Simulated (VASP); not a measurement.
Input for VASP

**KPOINTS**
```
Automatic mesh
0
Gamma
9 9 18
0 0 0
```

### INCAR
```
ALGO=Normal
EDIFF=1E-7
ENCUT=400
GGA=PS
ISIF=2
ISMEAR=-5
LASPH=.TRUE.
LCHARG=.TRUE.
LMAXMIX=6
LORBIT=11
LREAL=.FALSE.
LWAVE=.FALSE.
NEDOS=601
NELM=100
PREC=Accurate
SYSTEM=AuIr3
```

### POSCAR
```
AuIr3
1
   -0.0022439990     3.8968331030     3.8788337933
    3.8968331030    -0.0022439990     3.8788337933
    1.9472945520     1.9472945520    -0.0000000000
Ir Au
3 1
Direct
  1.0000000000   0.0000000000   0.0000000000
  0.0000000000   0.5000000000   0.0000000000
  0.5000000000   1.0000000000   0.0000000000
  0.5000000000   0.5000000000   1.0000000000
```

POTCAR, in this order: Ir Au (PBE.64 set). Program: vasp_std.

Question: Write an equivalent input for Quantum ESPRESSO's pw.x.

Answer: One equivalent input (not run):
```
&CONTROL
  calculation = 'scf'
  pseudo_dir = './pseudo'
  outdir = './out'
  tprnfor = .true.
  tstress = .true.
/
&SYSTEM
  ibrav = 0
  nat = 4
  ntyp = 2
  ecutwfc = 76
  occupations = 'tetrahedra'
  input_dft = 'pbesol'
/
&ELECTRONS
  conv_thr = 7.3e-09
  electron_maxstep = 100
/
ATOMIC_SPECIES
  Ir 192.217 Ir.upf
  Au 196.967 Au.upf
CELL_PARAMETERS angstrom
    -0.0022440    3.8968331    3.8788338
     3.8968331   -0.0022440    3.8788338
     1.9472946    1.9472946   -0.0000000
ATOMIC_POSITIONS crystal
  Ir   1.0000000  0.0000000  0.0000000
  Ir   0.0000000  0.5000000  0.0000000
  Ir   0.5000000  1.0000000  0.0000000
  Au   0.5000000  0.5000000  1.0000000
K_POINTS automatic
  9 9 18 0 0 0
```
The two are equivalent in intent, not identical: the potentials are each code's own (VASP's PAW set, PseudoDojo norm-conserving files in pw.x), so ENCUT and ecutwfc are chosen apart and not converted; conv_thr bounds pw.x's estimated SCF error, while EDIFF bounds the energy change between steps.

The structure was generated: AuIr3 was put into an ordered model structure (Cmmm), which need not be its known phase. It was relaxed first.
